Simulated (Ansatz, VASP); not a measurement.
# One calculation of Li2SiS3, two programs

```
Li Si S
1.0
     5.83901   -3.40200    0.00000
     5.83901    3.40200    0.00000
     0.00000    0.00000    6.01570
Li Si S
4 2 6
Cartesian
  3.9091 1.0482 0.0611
  7.7689 -1.0482 3.0689
  3.9091 -1.0482 3.0689
  7.7689 1.0482 0.0611
  5.8390 -2.2851 5.9930
  5.8390 2.2851 2.9852
  4.0649 1.3114 2.4662
  7.6131 -1.3114 5.4741
  4.0649 -1.3114 5.4741
  7.6131 1.3114 2.4662
  5.8390 -2.4519 2.2158
  5.8390 2.4519 5.2237
```

Alike in both runs: functional PBE; k mesh 4 × 4 × 4; occupations gaussian, width 0.02 eV; no spin polarisation.

Ansatz relaxed the structure, and its values are those at the end. VASP's run is a single point on that final structure, the one shown.

|  | VASP | Ansatz |
| --- | --- | --- |
| version | VASP 6.6.1 | Ansatz 0.2.0 |
| potentials or method | VASP PAW PBE potentials, release 64 (Li_sv, Si, S) | scalar-relativistic, plane waves, PAW |
| plane-wave cutoff (eV) | 520 | 420 |
| valence electrons in the cell | 56 | 56 |

Ansatz gave:

- gap on the k mesh at the Fermi level (eV): 3.18
- least direct gap on the mesh (eV): 3.20
- rms of the force components (eV/Å): 0.002

Q: Which values does VASP return?

A: gap on the k mesh at the Fermi level (eV): 3.19; least direct gap on the mesh (eV): 3.21; rms of the force components (eV/Å): 0.014.

The functional is the same, so the differences come from potentials, cutoffs and numerics.

 A k mesh can miss the band edges. PBE gaps usually lie below the measured ones, often by a third to a half.
